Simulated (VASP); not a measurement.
All values below come from PBE GGA, VASP's PBE PAW potentials (set 64) (plane waves; VASP 6.6.1).

VASP input:

**KPOINTS**
```
Automatic mesh
0
Gamma
6 6 6
0 0 0
```

**INCAR**
```
# general
SYSTEM   =  HfMn
PREC     =  Accurate
ENCUT    =  300
LREAL    =  .FALSE.
LASPH    =  .TRUE.

# electronic loop
EDIFF    =  1E-6
NELM     =  100
ALGO     =  Normal
LMAXMIX  =  6

# smearing
ISMEAR   =  -1
SIGMA    =  0.1

# functional
GGA      =  PE

# spin
ISPIN    =  2
MAGMOM   =  4.0 0.0

# ions
ISIF     =  2

# output
LWAVE    =  .FALSE.
LCHARG   =  .FALSE.
LORBIT   =  11
```

### POSCAR
```
HfMn
5.1984220
  0.2943499008   0.1699431097   0.9404665493
 -0.2943499008   0.1699431097   0.9404665493
  0.0000000000  -0.3398860270   0.9404665493
Mn Hf
1 1
Cartesian
  0.0000000000   0.0000000000   0.0000000000
  0.0000000000   0.0000000962   1.4106998239
```

POTCAR, in this order: Mn_pv Hf_pv (PBE.64 set). Program: vasp_std.

**Question.** What will the output report for the number of irreducible k-points (NKPTS), largest plane-wave count, number of space-group operations, FFT grid (NGX, NGY, NGZ)?

**Answer.** 
The number of irreducible k-points (NKPTS) is 32. The largest plane-wave count is 493 and the number of space-group operations comes out as 12. The FFT grid (NGX, NGY, NGZ) is 30 × 30 × 30.

The structure was generated: HfMn was put into an ordered model structure, which need not be its known phase. The cell was not relaxed at this level, and its volume differs by -5.9 % from the start's. The k-mesh is coarse (spacing up to 0.40 per Å, 2π included), so the numbers may not be converged in it.
